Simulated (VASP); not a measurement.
Computed with PBEsol GGA, VASP's PBE PAW potentials (set 64) (plane waves; VASP).

VASP ran on this input.

File POSCAR:
```
C
1.0
  0.0000000000   1.7783297413   1.7783297413
  1.7783297413   0.0000000000   1.7783297413
  1.7783297413   1.7783297413   0.0000000000
C
2
Cartesian
  0.0000000000   0.0000000000   0.0000000000
  0.8891648707   0.8891648707   0.8891648707
```

### INCAR
```
NELM = 100   # most electronic steps
ALGO = Normal   # blocked Davidson
LWAVE = .FALSE.
LCHARG = .FALSE.
LASPH = .TRUE.
ENCUT = 620   # plane-wave cut-off (eV)
EDIFFG = -0.02   # ionic stop
ISMEAR = 0   # Gaussian
LREAL = .FALSE.
SIGMA = 0.05
NSW = 40   # most ionic steps
GGA = PS   # PBEsol
ISIF = 3   # ions, shape and volume
SYSTEM = C
EDIFF = 1E-6   # SCF stop (eV)
IBRION = 2   # conjugate gradients
PREC = Accurate
```

KPOINTS:
```
Regular mesh
0
Gamma
13 13 13
0 0 0
```

POTCAR, in this order: C (PBE.64 set). Program: vasp_std.

Output

### OSZICAR
```
       N       E                     dE             d eps       ncg     rms          rms(c)
DAV:   1     0.416162277473E+01    0.41616E+01   -0.55882E+03  1368   0.114E+03
DAV:   2    -0.197865921613E+02   -0.23948E+02   -0.22974E+02  2144   0.129E+02
DAV:   3    -0.199339590580E+02   -0.14737E+00   -0.14737E+00  1424   0.139E+01
DAV:   4    -0.199341954823E+02   -0.23642E-03   -0.23642E-03  1968   0.567E-01
DAV:   5    -0.199341955369E+02   -0.54560E-07   -0.54544E-07  1392   0.605E-03    0.562E+00
DAV:   6    -0.194310847339E+02    0.50311E+00   -0.38642E-01  1384   0.485E+00    0.332E+00
DAV:   7    -0.192557609930E+02    0.17532E+00   -0.42685E-01  1600   0.515E+00    0.706E-01
DAV:   8    -0.192558077261E+02   -0.46733E-04   -0.15439E-03  1376   0.487E-01    0.302E-02
DAV:   9    -0.192558130877E+02   -0.53616E-05   -0.34300E-05  1944   0.556E-02    0.231E-02
DAV:  10    -0.192558182138E+02   -0.51262E-05   -0.31421E-06  1448   0.212E-02    0.457E-03
DAV:  11    -0.192558180760E+02    0.13785E-06   -0.27995E-08   680   0.172E-03
   1 F= -.19255818E+02 E0= -.19255818E+02  d E =-.192558E+02
       N       E                     dE             d eps       ncg     rms          rms(c)
DAV:   1    -0.192558609039E+02   -0.42690E-04   -0.46810E-03  1584   0.716E-01    0.626E-02
DAV:   2    -0.192558087608E+02    0.52143E-04   -0.45481E-05  1464   0.655E-02    0.320E-02
DAV:   3    -0.192557890374E+02    0.19723E-04   -0.44231E-05  1456   0.529E-02    0.507E-03
DAV:   4    -0.192557890682E+02   -0.30842E-07   -0.87394E-08   872   0.419E-03
   2 F= -.19255789E+02 E0= -.19255789E+02  d E =0.290077E-04
       N       E                     dE             d eps       ncg     rms          rms(c)
DAV:   1    -0.192558880764E+02   -0.99039E-04   -0.14801E-03  1584   0.402E-01    0.354E-02
DAV:   2    -0.192558712381E+02    0.16838E-04   -0.14400E-05  1472   0.368E-02    0.181E-02
DAV:   3    -0.192558644700E+02    0.67681E-05   -0.14032E-05  1456   0.298E-02    0.281E-03
DAV:   4    -0.192558643830E+02    0.86985E-07   -0.27681E-08   680   0.236E-03
   3 F= -.19255864E+02 E0= -.19255864E+02  d E =-.463070E-04
```

### OUTCAR
```
------------------------ aborting loop because EDIFF is reached ----------------------------------------
  FORCE on cell =-STRESS in cart. coord.  units (eV):
  Direction    XX          YY          ZZ          XY          YZ          ZX
  --------------------------------------------------------------------------------------
  Total       -0.0002326     -0.0002326     -0.0002326      0.0000000      0.0000000     -0.0000000
  in kB       -0.0331880     -0.0331880     -0.0331880      0.0000000      0.0000000     -0.0000000
  external PRESSURE =      -0.0331880 kB  Pullay stress =       0.0000000 kB
  volume of cell :       11.23
      direct lattice vectors                 reciprocal lattice vectors
     0.000000000  1.777321976  1.777321976    -0.281322128  0.281322128  0.281322128
     1.777321976 -0.000000000  1.777321976     0.281322128 -0.281322128  0.281322128
     1.777321976  1.777321976  0.000000000     0.281322128  0.281322128 -0.281322128
 POSITION                                       TOTAL-FORCE (eV/Angst)
 -----------------------------------------------------------------------------------
      0.00000      0.00000      0.00000         0.000000      0.000000      0.000000
      0.88866      0.88866      0.88866        -0.000000     -0.000000     -0.000000
 -----------------------------------------------------------------------------------
    total drift:                                0.000000      0.000000      0.000000
  FREE ENERGIE OF THE ION-ELECTRON SYSTEM (eV)
  ---------------------------------------------------
  free  energy   TOTEN  =       -19.2558643830 eV

  energy  without entropy=      -19.2558643830  energy(sigma->0) =      -19.25586438

 reached required accuracy - stopping structural energy minimisation
```
(Selected blocks of OUTCAR.)

**CONTCAR**
```
C
   1.00000000000000
     0.0000000000000000    1.7773219757193632    1.7773219757193632
     1.7773219757193632   -0.0000000000000000    1.7773219757193632
     1.7773219757193632    1.7773219757193632    0.0000000000000000
  C
     2
Direct
     0.0000000000000000    0.0000000000000000    0.0000000000000000
     0.2500000000000000    0.2500000000000000    0.2500000000000000
```

The compound is C in the diamond structure. This run relaxes it. Symmetry was kept, so distortions that lower it aren't found.
